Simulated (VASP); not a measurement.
# Lu3AlHg (Pm-3m) in VASP: single point with PBE

Aim: the single point of Lu3AlHg with PBE.

All numbers are computed with VASP 6.6.1; they aren't measurements. Logs are shortened: lines on timing, memory, paths and dates and some standing lists are left out, and cuts for length are marked.

### 1 The cell of the first run

It takes space group Pm-3m (No. 221, cubic). Conventional cell: a = 4.599 Å, b = 4.599 Å, c = 4.599 Å, α = 90.00°, β = 90.00°, γ = 90.00°. Around Lu (site symmetry 4/mmm) lie 2 Al at 2.30 Å. Around Al (site symmetry m-3m) lie 6 Lu at 2.30 Å. Hg (site symmetry m-3m) has 12 Lu at 3.25 Å as nearest neighbours.

The cell was built by a generator and needn't be a form met in nature.

### 2 Single point, PBE (species swapped into the InNi3N type (Pm-3m, No. 221))

INCAR reads:

```
PREC = Accurate ; ENCUT = 520
EDIFF = 1E-6 ; ISMEAR = 0
SIGMA = 0.1 ; LREAL = F
LASPH = T ; NELM = 100
ALGO = Normal ; ISIF = 2
LWAVE = F ; LCHARG = F
GGA = PE ; NBANDS = 53
```

KPOINTS reads:

```
Automatic mesh
0
Gamma
  4 4 4
```

POSCAR reads:

```
Lu3AlHg
1.0
    4.5987674200      0.0000000000      0.0000000000
    0.0000000000      4.5987674200      0.0000000000
    0.0000000000      0.0000000000      4.5987674200
Lu Al Hg
3 1 1
Direct
    0.5000000000      0.5000000000      0.0000000000
    0.5000000000      0.0000000000      0.5000000000
    0.0000000000      0.5000000000      0.5000000000
    0.5000000000      0.5000000000      0.5000000000
    0.0000000000      0.0000000000      0.0000000000
```

Potentials or basis: VASP PAW PBE potentials, release 64 (Lu, Al, Hg).

Started as:

```
> cat potpaw_PBE.64/Lu/POTCAR potpaw_PBE.64/Al/POTCAR potpaw_PBE.64/Hg/POTCAR > POTCAR
> mpirun -np 1 vasp_std > vasp.out
```

OUTCAR:

```text
PREC = Accurate
   ENCUT = 520
   EDIFF = 1E-6
   ISMEAR = 0
   LREAL = F
   LASPH = T
   NELM = 100
   ISIF = 2
   GGA = PE

 ion  position               nearest neighbor table
   1  0.500  0.500  0.000-   4 2.30   4 2.30   2 3.25   5 3.25   2 3.25   3 3.25   3 3.25   2 3.25
                             5 3.25   2 3.25   3 3.25   5 3.25   3 3.25   5 3.25
   2  0.500  0.000  0.500-   4 2.30   4 2.30   1 3.25   5 3.25   1 3.25   5 3.25   1 3.25   3 3.25
                             3 3.25   1 3.25   3 3.25   5 3.25   5 3.25   3 3.25
   3  0.000  0.500  0.500-   4 2.30   4 2.30   1 3.25   5 3.25   1 3.25   5 3.25   2 3.25   5 3.25
                             5 3.25   1 3.25   2 3.25   2 3.25   1 3.25   2 3.25
   4  0.500  0.500  0.500-   1 2.30   2 2.30   3 2.30   1 2.30   2 2.30   3 2.30
   5  0.000  0.000  0.000-   1 3.25   2 3.25   3 3.25   2 3.25   3 3.25   1 3.25   3 3.25   3 3.25
                             1 3.25   2 3.25   2 3.25   1 3.25

  LATTYP: Found a simple cubic cell.
 ALAT       =     4.5987674200

  Lattice vectors:

 A1 = (   4.5987674200,   0.0000000000,   0.0000000000)
 A2 = (   0.0000000000,   4.5987674200,   0.0000000000)
 A3 = (   0.0000000000,   0.0000000000,   4.5987674200)

Analysis of symmetry for initial positions (statically):
=====================================================================
 Subroutine PRICEL returns:
 Original cell was already a primitive cell.

 Routine SETGRP: Setting up the symmetry group for a
 simple cubic supercell.

 Subroutine GETGRP returns: Found 48 space group operations
 (whereof 48 operations were pure point group operations)
 out of a pool of 48 trial point group operations.

The static configuration has the point symmetry O_h .

Analysis of symmetry for dynamics (positions and initial velocities):
=====================================================================
 Subroutine PRICEL returns:
 Original cell was already a primitive cell.

 Routine SETGRP: Setting up the symmetry group for a
 simple cubic supercell.

 Subroutine GETGRP returns: Found 48 space group operations
 (whereof 48 operations were pure point group operations)
 out of a pool of 48 trial point group operations.

The dynamic configuration has the point symmetry O_h .

 Subroutine INISYM returns: Found 48 space group operations
 (whereof 48 operations are pure point group operations),
 and found     1 'primitive' translations

[... 87 lines left out ...]
   EDIFFG = 0.1E-04   stopping-criterion for IOM
   NSW    =      0    number of steps for IOM
   IBRION =     -1    ionic relax: 0-MD 1-quasi-New 2-CG
   NFREE  =      0    steps in history (QN), initial steepest desc. (CG)
   ISIF   =      2    stress and relaxation
   ISYM   =      2    0-nonsym 1-usesym 2-fastsym
   POTIM  = 0.5000    time-step for ionic-motion
   TEBEG  =    0.0;   TEEND  =   0.0 temperature during run
   PSTRESS=    0.0 pullay stress
   NELECT =      90.0000    total number of electrons
   NUPDOWN=      -1.0000    fix difference up-down
   EMIN   =  10.00;   EMAX   =-10.00  energy-range for DOS
   EFERMI =   0.00;   METHOD = LEGACY
   ISMEAR =     0;   SIGMA  =   0.10  broadening in eV -4-tet -1-fermi 0-gaus
   EFERMI_NEDOS =   21; number of points for ismear=-14 and -15
   IALGO  =     38    algorithm
   IMIX   =      4    mixing-type and parameters
     AMIX     =   0.40;   BMIX     =  1.00
     AMIX_MAG =   1.60;   BMIX_MAG =  1.00
  volume/ion in A,a.u.               =      19.45       131.27
  Fermi-wavevector in a.u.,A,eV,Ry     =   1.595319  3.014716 34.627411  2.545043
  Thomas-Fermi vector in A             =   2.693256
   LORBIT       =      0    0 simple, 1 ext, 2 COOP (PROOUT), +10 PAW based schemes
   GGA     = PE    functional components
   LHFCALC =     F    Hartree Fock is set to
   AEXX    =    0.0000 exact exchange contribution
   IVDW    =     0    specifies the selected vdW correction
   LEPSILON=     F    determine dielectric tensor
   LRPA    =     F    only Hartree local field effects (RPA)
 non-spin polarized calculation
 Gauss-broadening in eV      SIGMA  =   0.10
  energy-cutoff  :      520.00
  volume of cell :       97.26
 maximum number of plane-waves:      2657
 NGX is ok and might be reduce to    36
   NGX = 17   NGY = 17   NGZ = 17

 number of electron      90.0000031 magnetization

 Free energy of the ion-electron system (eV)
  ---------------------------------------------------
  ext. energy  EPLUGINS =         0.00000000
  ---------------------------------------------------
  free energy    TOTEN  =       -10.86237070 eV

  energy without entropy =      -10.83764038  energy(sigma->0) =      -10.85000554

 E-fermi :   3.9977     XC(G=0): -11.8856

 val. band max:        3.9833411247   @ k =   0.5000   0.5000   0.2500
 cond. band min:       4.0503605442   @ k =   0.5000   0.5000   0.5000
 fundamental gap:      0.0670194195
 Fermi energy:         3.9976956338

 k-point     1 :       0.0000    0.0000    0.0000
  band No.  band energies     occupation
      1     -51.3723      2.00000
      2     -51.2989      2.00000
      3     -51.2989      2.00000
      4     -22.6413      2.00000
      5     -22.6413      2.00000
      6     -22.6413      2.00000
[... 549 lines left out ...]
     52       7.0231      0.00000
     53       9.8136      0.00000

------------------------ aborting loop because EDIFF is reached ----------------------------------------

  FORCE on cell =-STRESS in cart. coord.  units (eV):
  Direction    XX          YY          ZZ          XY          YZ          ZX
  --------------------------------------------------------------------------------------
  -------------------------------------------------------------------------------------
  Total       24.1952018     24.1952018     24.1952018      0.0000000      0.0000000     -0.0000000
  in kB      398.5799907    398.5799907    398.5799907      0.0000000      0.0000000     -0.0000000
  external PRESSURE =     398.5799907 kB  Pullay stress =       0.0000000 kB

 VOLUME and BASIS-vectors are now :
 -----------------------------------------------------------------------------
  energy-cutoff  :      520.00
  volume of cell :       97.26
      direct lattice vectors                 reciprocal lattice vectors
     4.598767420  0.000000000  0.000000000     0.217449570  0.000000000  0.000000000
     0.000000000  4.598767420  0.000000000     0.000000000  0.217449570  0.000000000
     0.000000000  0.000000000  4.598767420     0.000000000  0.000000000  0.217449570

 POSITION                                       TOTAL-FORCE (eV/Angst)
 -----------------------------------------------------------------------------------
      2.29938      2.29938      0.00000         0.000000      0.000000      0.000000
      2.29938      0.00000      2.29938         0.000000      0.000000      0.000000
      0.00000      2.29938      2.29938         0.000000      0.000000      0.000000
      2.29938      2.29938      2.29938         0.000000      0.000000      0.000000
      0.00000      0.00000      0.00000         0.000000      0.000000      0.000000
 -----------------------------------------------------------------------------------
    total drift:                                0.000000      0.000000      0.000000

  FREE ENERGIE OF THE ION-ELECTRON SYSTEM (eV)
  ---------------------------------------------------
  free  energy   TOTEN  =       -10.8623707024 eV

  energy  without entropy=      -10.8376403802  energy(sigma->0) =      -10.85000554
```

stdout:

```text
POSCAR found type information on POSCAR LuAlHg
 POSCAR found :  3 types and       5 ions
 scaLAPACK will be used
 LDA part: xc-table for (Slater+PW92), standard interpolation
 POSCAR, INCAR and KPOINTS ok, starting setup
 FFT: planning ... GRIDC
 FFT: planning ... GRID_SOFT
 FFT: planning ... GRID
 WAVECAR not read
 entering main loop
```

Wall time 49 s (1 thread of Intel Xeon Platinum 8488C (Sapphire Rapids), shared host); peak memory 0.23 GiB.

Results:

* Free energy: -10.8624 eV
* Pressure: 39.9 GPa
* Band gap on the k mesh: none (metal or under the smearing width)

Levels at points of the mesh, in eV from the Fermi level:
| k point | band 42 | band 43 | band 44 | band 45 | band 46 | band 47 | band 48 | band 49 |
| --- | --- | --- | --- | --- | --- | --- | --- | --- |
| (0.00, 0.00, 0.00) | -0.74 | -0.74 | 0.17 | 0.17 | 1.21 | 1.21 | 1.21 | 4.23 |
| (0.50, 0.00, 0.00) | -0.79 | -0.63 | -0.39 | -0.39 | 0.45 | 0.45 | 1.85 | 2.63 |
| (0.50, 0.50, 0.00) | -3.40 | -0.79 | -0.28 | -0.28 | -0.14 | 1.42 | 1.42 | 2.69 |
| (0.50, 0.50, 0.50) | -3.34 | -1.74 | 0.05 | 0.05 | 0.05 | 2.44 | 2.44 | 2.44 |

Caveat: a pressure of tens of GPa on the cell as given is suspect, and the run, the potentials or the cell itself is likely at fault. The run has no spin-orbit coupling, so splittings on Hg, Lu are missing.
